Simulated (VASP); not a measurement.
Method: revTPSS meta-GGA, VASP's PBE PAW potentials (set 64) (plane waves; VASP).

The input files of a VASP run:

POSCAR:
```
Ag
2.9227780
  0.0000000000   0.7071068018   0.7071068018
  0.7071068018   0.0000000000   0.7071068018
  0.7071068018   0.7071068018   0.0000000000
Ag
1
Cartesian
  0.0000000000   0.0000000000   0.0000000000
```

### INCAR
```
LMIXTAU = .True.
LREAL = .False.   # projection in real space or not
ALGO = Normal   # blocked Davidson
ISMEAR = 1   # Methfessel-Paxton
LASPH = .True.
NELM = 100   # most electronic steps
ISIF = 2   # forces and stress, cell fixed
SIGMA = 0.1
LWAVE = .False.
PREC = Accurate
SYSTEM = Ag
LCHARG = .False.
LMAXMIX = 4
METAGGA = RTPSS
EDIFF = 1E-7
ENCUT = 520   # plane-wave cut-off (eV)
```

### KPOINTS
```
Automatic mesh
0
Gamma
15 15 15
0 0 0
```

POTCAR, in this order: Ag (PBE.64 set). Program: vasp_std.

Output

File OSZICAR:
```
       N       E                     dE             d eps       ncg     rms          rms(c)
DAV:   1     0.691721216050E+02    0.69172E+02   -0.62835E+03  2232   0.126E+03
DAV:   2     0.120623057437E+02   -0.57110E+02   -0.54776E+02  2236   0.262E+02
DAV:   3     0.113413499422E+02   -0.72096E+00   -0.72046E+00  2931   0.377E+01
DAV:   4     0.113367783229E+02   -0.45716E-02   -0.45713E-02  2760   0.266E+00
DAV:   5     0.113366527028E+02   -0.12562E-03   -0.12562E-03  2851   0.366E-01    0.573E+00
DAV:   6     0.130892404223E+02    0.17526E+01   -0.95299E+00  2160   0.516E+01    0.313E+00
DAV:   7     0.133613800804E+02    0.27214E+00   -0.61621E-01  2309   0.864E+00    0.263E+00
DAV:   8     0.130696117508E+02   -0.29177E+00   -0.89184E-01  2195   0.107E+01    0.110E+00
DAV:   9     0.129349430196E+02   -0.13467E+00   -0.21378E-01  2245   0.496E+00    0.204E-01
DAV:  10     0.129367233961E+02    0.17804E-02   -0.10372E-03  2282   0.378E-01    0.208E-01
DAV:  11     0.129347348421E+02   -0.19886E-02   -0.42069E-03  2281   0.733E-01    0.373E-02
DAV:  12     0.129347377803E+02    0.29382E-05   -0.17308E-04  2179   0.162E-01    0.362E-02
DAV:  13     0.129346390155E+02   -0.98765E-04   -0.93967E-05  2288   0.113E-01    0.756E-03
DAV:  14     0.129346343124E+02   -0.47030E-05   -0.13154E-05  2306   0.355E-02    0.358E-03
DAV:  15     0.129346337617E+02   -0.55074E-06   -0.10095E-06  2237   0.910E-03    0.739E-04
DAV:  16     0.129346337814E+02    0.19694E-07   -0.99967E-08  2138   0.367E-03
   1 F= 0.12934634E+02 E0= 0.12934781E+02  d E =-.441996E-03
```

OUTCAR:
```
------------------------ aborting loop because EDIFF is reached ----------------------------------------
  FORCE on cell =-STRESS in cart. coord.  units (eV):
  Direction    XX          YY          ZZ          XY          YZ          ZX
  --------------------------------------------------------------------------------------
  Total       -0.6557129     -0.6557129     -0.6557129      0.0000000     -0.0000000     -0.0000000
  in kB      -59.5047736    -59.5047736    -59.5047736      0.0000000     -0.0000000     -0.0000000
  external PRESSURE =     -59.5047736 kB  Pullay stress =       0.0000000 kB
  volume of cell :       17.66
      direct lattice vectors                 reciprocal lattice vectors
     0.000000000  2.066716204  2.066716204    -0.241929685  0.241929685  0.241929685
     2.066716204  0.000000000  2.066716204     0.241929685 -0.241929685  0.241929685
     2.066716204  2.066716204  0.000000000     0.241929685  0.241929685 -0.241929685
 POSITION                                       TOTAL-FORCE (eV/Angst)
 -----------------------------------------------------------------------------------
      0.00000      0.00000      0.00000         0.000000      0.000000      0.000000
 -----------------------------------------------------------------------------------
    total drift:                                0.000000     -0.000000      0.000000
  FREE ENERGIE OF THE ION-ELECTRON SYSTEM (eV)
  ---------------------------------------------------
  free  energy   TOTEN  =        12.9346337814 eV

  energy  without entropy=       12.9350757774  energy(sigma->0) =       12.93478111
```
(Selected blocks of OUTCAR.)

File OUTCAR:
```
 val. band max:        7.9589489416   @ k =  -0.3333   0.2000   0.0000

 cond. band min:       7.9999353638   @ k =  -0.4000   0.1333   0.0000


 Fermi energy:         7.9809096808

 k-point     1 :       0.0000    0.0000    0.0000
  band No.  band energies     occupation
      1       0.2930      2.00000
      2       3.1678      2.00000
      3       3.1678      2.00000
      4       3.1678      2.00000
      5       4.1440      2.00000
      6       4.1440      2.00000
      7      23.7434      0.00000
      8      27.2146      0.00000
      9      27.2146      0.00000

 k-point     2 :       0.0667    0.0000    0.0000
  band No.  band energies     occupation
      1       0.4280      2.00000
      2       3.1376      2.00000
      3       3.2044      2.00000
      4       3.2044      2.00000
      5       4.1302      2.00000
      6       4.1302      2.00000
      7      23.7399      0.00000
      8      26.0366      0.00000
      9      27.2530      0.00000

 k-point     3 :       0.1333    0.0000    0.0000
  band No.  band energies     occupation
      1       0.8106      2.00000
      2       3.0780      2.00000
      3       3.2920      2.00000
      4       3.2920      2.00000
      5       4.1108      2.00000
      6       4.1108      2.00000
      7      22.9250      0.00000
      8      24.6947      0.00000
      9      27.3270      0.00000

 k-point     4 :       0.2000    0.0000    0.0000
  band No.  band energies     occupation
      1       1.3332      2.00000
      2       3.1180      2.00000
      3       3.3605      2.00000
      4       3.3605      2.00000
      5       4.1535      2.00000
      6       4.1535      2.00000
      7      20.6265      0.00000
      8      24.4673      0.00000
      9      27.3143      0.00000

 k-point     5 :       0.2667    0.0000    0.0000
  band No.  band energies     occupation
      1       1.7012      2.00000
      2       3.3439      2.00000
      3       3.3439      2.00000
...
```

The compound is Ag in the fcc structure. This cell is one point of a volume scan, at 1.06 of the reference volume.
